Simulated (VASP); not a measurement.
Data:

```xyz
2
Lattice="0.0000 2.8868 2.8868 2.8868 0.0000 2.8868 2.8868 2.8868 0.0000" Properties=species:S:1:pos:R:3 pbc="T T T"
Mn     0.0000     0.0000     0.0000
Si     1.4434     1.4434     1.4434
```
Starting moments (μB, in the order of the record's atoms Mn Si): 4.0 0.0.

Calculation: PBEsol GGA, VASP's PBE PAW potentials (set 64) (plane waves; VASP). Run with 400 eV cut-off, 10×10×10 Γ-centred mesh, first-order Methfessel-Paxton smearing of 0.10 eV, potentials Mn_pv Si.

Energy and stress use the plane-wave basis of the starting cell. The moments were started parallel, and other spin orders were not tried in this run.

Question: The ions, cell shape and volume are relaxed. What does this cell relax into?

Answer: 
```xyz
2
Lattice="0.0000 2.6594 2.6594 2.6594 0.0000 2.6594 2.6594 2.6594 0.0000" Properties=species:S:1:pos:R:3 pbc="T T T"
Mn     0.0000     0.0000     0.0000
Si     1.3297     1.3297     1.3297
```
Space group F-43m (216), at a tolerance of 0.03 Å. The cell ends with 2.41 μB, on the sites 2.61 -0.19 μB.

Question: How do energy and volume change from the first to the last step?

Answer: The energy (σ→0) changes by -187.0 meV/atom and the volume by -21.8 %, in 4 ionic steps.

The structure was generated: MnSi was put into the zinc blende type (F-43m), which need not be its known phase. This run relaxes it. Symmetry was kept, so distortions that lower it aren't found.
